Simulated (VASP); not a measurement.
Computed with PW91 GGA, VASP's PBE PAW potentials (set 64) (plane waves; VASP).

A VASP calculation is set up with these files.

### KPOINTS
```
Automatic mesh
0
Gamma
11 11 3
0 0 0
```

**INCAR**
```
SYSTEM=C
PREC=Accurate; ENCUT=520; LREAL=.FALSE.
LASPH=.TRUE.
EDIFF=1E-7; NELM=100; ALGO=Normal
ISMEAR=-5
GGA=91
ISIF=2
LWAVE=.FALSE.; LCHARG=.TRUE.; LORBIT=11
NEDOS=601
LEFG=.TRUE.
```

### POSCAR
```
C
1
    1.2329091809    -2.1354608463    -0.0000000000
    1.2329091809     2.1354608463     0.0000000000
   -0.0000000000     0.0000000000     7.9449678829
C
4
Direct
  1.0000000000   1.0000000000   0.2500000000
  0.0000000000   1.0000000000   0.7500000000
  0.3333330000   0.6666670000   0.2500000000
  0.6666670000   0.3333330000   0.7500000000
```

POTCAR, in this order: C (PBE.64 set). Program: vasp_std.

The run wrote:

**OSZICAR**
```
       N       E                     dE             d eps       ncg     rms          rms(c)
DAV:   1     0.577255507837E+02    0.57726E+02   -0.81175E+03   776   0.121E+03
DAV:   2    -0.342589151998E+02   -0.91984E+02   -0.84074E+02  1052   0.235E+02
DAV:   3    -0.393786761631E+02   -0.51198E+01   -0.50729E+01   956   0.568E+01
DAV:   4    -0.394547056051E+02   -0.76029E-01   -0.75893E-01   964   0.805E+00
DAV:   5    -0.394566482255E+02   -0.19426E-02   -0.19422E-02   944   0.126E+00    0.891E+00
DAV:   6    -0.375712424449E+02    0.18854E+01   -0.18351E+00   920   0.933E+00    0.518E+00
DAV:   7    -0.369422016362E+02    0.62904E+00   -0.22038E+00   892   0.103E+01    0.140E+00
DAV:   8    -0.369557566450E+02   -0.13555E-01   -0.75411E-02   876   0.190E+00    0.163E-01
DAV:   9    -0.369553481327E+02    0.40851E-03   -0.20449E-03   964   0.355E-01    0.853E-02
DAV:  10    -0.369558512453E+02   -0.50311E-03   -0.94093E-04   876   0.228E-01    0.467E-02
DAV:  11    -0.369558549648E+02   -0.37195E-05   -0.12811E-05  1052   0.301E-02    0.462E-03
DAV:  12    -0.369558575407E+02   -0.25759E-05   -0.21481E-06   916   0.125E-02    0.307E-03
DAV:  13    -0.369558576571E+02   -0.11642E-06   -0.44662E-07   960   0.565E-03    0.252E-04
DAV:  14    -0.369558576630E+02   -0.59213E-08   -0.43606E-09   676   0.566E-04
   1 F= -.36955858E+02 E0= -.36955858E+02  d E =0.000000E+00
```

File OUTCAR:
```
------------------------ aborting loop because EDIFF is reached ----------------------------------------
  FORCE on cell =-STRESS in cart. coord.  units (eV):
  Direction    XX          YY          ZZ          XY          YZ          ZX
  --------------------------------------------------------------------------------------
  Total        0.0754854      0.0754854      0.0814229      0.0000000     -0.0000000     -0.0000000
  in kB        2.8908728      2.8908714      3.1182599      0.0000000     -0.0000000     -0.0000000
  external PRESSURE =       2.9666680 kB  Pullay stress =       0.0000000 kB
  volume of cell :       41.84
      direct lattice vectors                 reciprocal lattice vectors
     1.232909181 -2.135460846  0.000000000     0.405544875 -0.234141497  0.000000000
     1.232909181  2.135460846  0.000000000     0.405544875  0.234141497  0.000000000
     0.000000000  0.000000000  7.944967883     0.000000000  0.000000000  0.125865833
 POSITION                                       TOTAL-FORCE (eV/Angst)
 -----------------------------------------------------------------------------------
      0.00000      0.00000      1.98624         0.000000      0.000000     -0.000000
      0.00000      0.00000      5.95873        -0.000000      0.000000      0.000000
      1.23291      0.71182      1.98624        -0.000000      0.000000     -0.000000
      1.23291     -0.71182      5.95873         0.000000     -0.000000     -0.000000
 -----------------------------------------------------------------------------------
    total drift:                               -0.000000     -0.000000      0.000000
  FREE ENERGIE OF THE ION-ELECTRON SYSTEM (eV)
  ---------------------------------------------------
  free  energy   TOTEN  =       -36.9558576630 eV

  energy  without entropy=      -36.9558576630  energy(sigma->0) =      -36.95585766

 total charge

# of ion       s       p       d       tot
------------------------------------------
    1        0.861   1.788   0.000   2.649
    2        0.861   1.788   0.000   2.649
    3        0.861   1.789   0.000   2.650
    4        0.861   1.789   0.000   2.650
--------------------------------------------------
tot          3.444   7.154   0.000  10.598

 Electric field gradients after diagonalization (V/A^2)
 (convention: |V_zz| > |V_xx| > |V_yy|)
----------------------------------------------------------------------
 ion       V_xx      V_yy      V_zz     asymmetry (V_yy - V_xx)/ V_zz
----------------------------------------------------------------------
   1     -15.712   -15.710    31.422       0.000
   2     -15.712   -15.710    31.422       0.000
   3     -15.586   -15.585    31.171       0.000
   4     -15.586   -15.585    31.171       0.000
```
(Selected blocks of OUTCAR.)

Without a dispersion term in the relaxation, distances and binding between the weakly bound layers, chains or molecules are unreliable, and so is what depends on them.

The compound is C in the graphite structure. It was relaxed first, which changed the volume by +19 %.
